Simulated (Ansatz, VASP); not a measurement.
# Cross-check of TePtSe between VASP and Ansatz, part 3 of 3

Aim: how closely do two programs agree when they are given the same cell, functional and k mesh? The cell is taken from a series of runs on this material, whose earlier steps may have relaxed, scaled, displaced or heated it; both programs get it as it stands.

VASP 6.6.1 and Ansatz 0.2.0.

So far: The structure; Ansatz: zone-centre phonons, PBEsol, pair 1; VASP: zone-centre phonons, PBEsol, pair 1; Side by side.

## (5) VASP: zone-centre phonons, PBEsol, pair 2

Level of this step: PBEsol; plane waves and PAW (Pt, Se, Te) (VASP).

Second derivatives magnify differences that forces hide, and they need a tight electronic threshold.

The input, INCAR:

```
SYSTEM = TePtSe
PREC = Accurate
ENCUT = 500
EDIFF = 1E-08
NELM = 120
ISMEAR = 0
SIGMA = 0.01
LREAL = .FALSE.
ALGO = Normal
GGA = PS
NBANDS = 17
LASPH = .TRUE.
LORBIT = 11
LWAVE = .FALSE.
LCHARG = .FALSE.
ISIF = 2
IBRION = 8
GGA_COMPAT = .FALSE.
EFERMI = MIDGAP
NELMDL = -8
KPAR = 2
```

The input, POSCAR:

```
TePtSe
1.0
    3.9173966631      0.0000000000      0.0000000000
   -1.9586983316      3.3925650269      0.0000000000
    0.0000000000      0.0000000000     30.0000000000
Pt Se Te
1 1 1
Direct
    0.0000000000      0.0000000000      0.3334761442
    0.3333333333      0.6666666667      0.3746784652
    0.6666666667      0.3333333333      0.2885120572
```

The input, KPOINTS:

```
Automatic mesh
0
Gamma
9 9 1
0 0 0
```

The projector-augmented-wave data sets are Pt, Se and Te (PBE family, release 64).

The run is started by

```
> mpirun -np 2 vasp_std
```

Numbers of over 12 decimals in the logs are rounded to 6 here.

What it wrote:

```text
[banner, memory and clock lines left out]
running    2 mpi-ranks, on    1 nodes
[...]
[... a notice as in an earlier step ...]

 LDA part: xc-table for (Slater+PW92), standard interpolation
 POSCAR, INCAR and KPOINTS ok, starting setup
[...]
entering main loop
       N       E                     dE             d eps       ncg     rms          rms(c)
DAV:   1     0.166437473126E+03    0.16644E+03   -0.62592E+03   408   0.849E+02
DAV:   2     0.359981394643E+01   -0.16284E+03   -0.15517E+03   710   0.150E+02
DAV:   3    -0.157359844263E+02   -0.19336E+02   -0.19215E+02   513   0.659E+01
DAV:   4    -0.160506450119E+02   -0.31466E+00   -0.31398E+00   557   0.102E+01
[...]
DAV:  30    -0.152697743552E+02   -0.34421E-07    0.36723E-10   421   0.347E-05    0.143E-05
DAV:  31    -0.152697743698E+02   -0.14598E-07    0.48788E-10   435   0.269E-05    0.104E-05
DAV:  32    -0.152697743739E+02   -0.40989E-08    0.54300E-10   419   0.133E-05
   1 F= -.15269774E+02 E0= -.15269774E+02  d E =0.000000E+00
[...]
RMM:   7    -0.411425889152E-01    0.40220E-06    0.25605E-08  2527   0.707E-04    0.648E-04
RMM:   8    -0.411424873509E-01    0.10156E-06    0.11797E-07  2532   0.268E-04    0.203E-04
RMM:   9    -0.411424811112E-01    0.62397E-08   -0.47526E-08  2535   0.100E-04    0.797E-05
 first order change of Fermi-energy   0.24433E-03
 force on displaced ion       3 direction 1 :  -8.324  -0.000  -0.001
 Linear response progress:
  Degree of freedom:   6/  6
       N       E                     dE             d eps       ncg     rms          rms(c)
RMM:   1    -0.768083529606E-01   -0.76808E-01    0.27677E-02   942   0.103E+00
RMM:   2    -0.757812239741E-01    0.10271E-02   -0.14215E-03   668   0.208E-01    0.146E-01
RMM:   3    -0.755779297533E-01    0.20329E-03   -0.12865E-04   704   0.580E-02    0.991E-02
RMM:   4    -0.754321507925E-01    0.14578E-03   -0.11102E-04   739   0.503E-02    0.192E-02
[...]
RMM:  18    -0.754741054594E-01   -0.19915E-07   -0.35420E-09   778   0.402E-05    0.635E-06
RMM:  19    -0.754741189430E-01   -0.13484E-07   -0.70074E-08   735   0.274E-05    0.359E-06
RMM:  20    -0.754741247185E-01   -0.57755E-08   -0.22770E-09   728   0.247E-05    0.220E-06
 first order change of Fermi-energy   0.21497E+00
 force on displaced ion       3 direction 3 :  -0.000   0.000  -9.718
 Linear response finished
```

Parts of OUTCAR (step 5):

```text
  Total       -1.3793364     -1.3793364     -0.0118019      0.0000000     -0.0000000      0.0000000
  in kB       -5.5428587     -5.5428587     -0.0474257      0.0000000     -0.0000000      0.0000000
  external PRESSURE =      -3.7110477 kB  Pullay stress =       0.0000000 kB

 POSITION                                       TOTAL-FORCE (eV/Angst)
 -----------------------------------------------------------------------------------
      0.00000      0.00000     10.00428         0.000000     -0.000000     -0.002845
     -0.00000      2.26171     11.24035        -0.000000     -0.000000      0.002558
      1.95870      1.13086      8.65536         0.000000      0.000000      0.000287
 -----------------------------------------------------------------------------------
    total drift:                               -0.000000      0.000000     -0.000092

[... 2 further parts left out ...]
```

## (6) Ansatz: zone-centre phonons, PBEsol, pair 2

The same cell, functional and mesh now go to Ansatz, which takes its cutoff from its data sets.

The cell is taken from a series of runs on this material, whose earlier steps may have relaxed, scaled, displaced or heated it; both programs get it as it stands.

The input, input.yaml:

```yaml
crystal:
  lattice:
    - [3.9173966631, 0.0, 0.0]
    - [-1.9586983316, 3.3925650269, 0.0]
    - [0.0, 0.0, 30.0]
  atoms:
    - { symbol: Pt, position: [0.0, 0.0, 0.3334761442] }
    - { symbol: Se, position: [0.3333333333, 0.6666666667, 0.3746784652] }
    - { symbol: Te, position: [0.6666666667, 0.3333333333, 0.2885120572] }
  periodic: [true, true, false]
kpoints:
  mp_grid: { grid: [9, 9, 1] }
hamiltonian:
  xc: pbesol
  pseudopotentials: { kind: paw, azcp: { folder: soft_1 }, xc_functional: pbe }
scf:
  occupations: { method: fixed }
output:
  eigenvalues: true
phonons:
  method: dfpt
```

The run is started by

```
> ansatz run input.yaml --threads 4 --pin off --max-ram 16384MiB --backend cpu --events-out ev --progress --plain --runs-dir out
```

What it wrote:

```text
[...]
Crystal: 3 atoms, lattice volume = 398.701 Å³
Basis set: ecut = 420 eV, 7889 PW (Γ), exchange–correlation on 54×54×432 points (8 copies of the dense FFT grid, shifted against one another)
Bands: 30, of which v1, the nominal top of the filled ones, is band 25 counted from 1 (24 counted from 0)
Symmetry: 6 space group operations
k-points: 25 of 81 (irreducible under 2 space group operations, time reversal used)
[...]
k-point 24: bands = [... 21 lower, -7.9735, -7.0933, -6.9279, -5.7496, -4.1203, -3.4510, -0.1457 (-0.1457°), 0.7021, ... 1 higher]
  ° read free of the cell's end (the report's vacuum.weakly_bound_levels)
[...]
ASR residual: 9.792e-5 → 0.000e0 eV/Å²; symmetrization residual: 1.073e-4 eV/Å²
  ASR residual per site (eV/Å²): 9.79e-5 2.69e-5 2.87e-5
  Γ frequencies (cm⁻¹): 0.00 0.00 0.00 149.43 149.43 170.32 187.76 187.76 204.70
[...]
[key lines of the parts left out:]
SCF converged after 14 iterations
Free energy (F): -24712.116067 eV
Fermi energy:    -5.303492 eV
```

## (7) Comparison

What differs besides the data sets and the points named for the pairs above, as far as they apply: the data sets hold 50 valence electrons in Ansatz (on its PAW soft_1 files) and 22 in VASP. Total energies have different zeros and are not compared.

Both answers:

| quantity | Ansatz | VASP | difference |
| --- | --- | --- | --- |
| optical mode 1 to 2 (cm⁻¹) | 149.4 | 149.5 | -0.02 % |
| optical mode 3 (cm⁻¹) | 170.3 | 170.8 | -0.28 % |
| optical mode 4 to 5 (cm⁻¹) | 187.8 | 188.2 | -0.23 % |
| optical mode 6 (cm⁻¹) | 204.7 | 205.1 | -0.18 % |

Modes are paired by rising frequency, not by their patterns, so a pair may set unlike modes beside each other; they are those without the splitting of longitudinal modes. Where the cell holds vacuum, a pressure given here is an average over it and none of the material.

## (8) Outcome

| Quantity | Value |
| --- | --- |
| r.m.s. difference of the optical zone-centre modes, each program's sorted by frequency (zone-centre phonons, PBEsol, pair 1) | 0.38 cm⁻¹ |
| r.m.s. difference of the optical zone-centre modes, each program's sorted by frequency (zone-centre phonons, PBEsol, pair 2) | 0.35 cm⁻¹ |

The r.m.s. difference of the optical zone-centre modes, each program's sorted by frequency is 0.38 cm⁻¹ (zone-centre phonons, PBEsol, pair 1). The data sets hold unlike numbers of valence electrons (50 in Ansatz and 22 in VASP), so part of the differences may come from the potentials. Such differences can come from data sets, numerical settings and the points named under the comparisons, not from the functional's error against experiment.

[Lines on the potential files, build, host, timing and source positions are cut from VASP's logs without a mark.]

[Logs are printed without paths, hosts, clocks, repeated set-up lines and the standing remarks that a program may print on its own settings, such as how far it seeks lower states.]

[Hosts, paths, dates, database ids (printed as entryN), source tags and the programs' standing remarks are cut or masked in the printed files.]
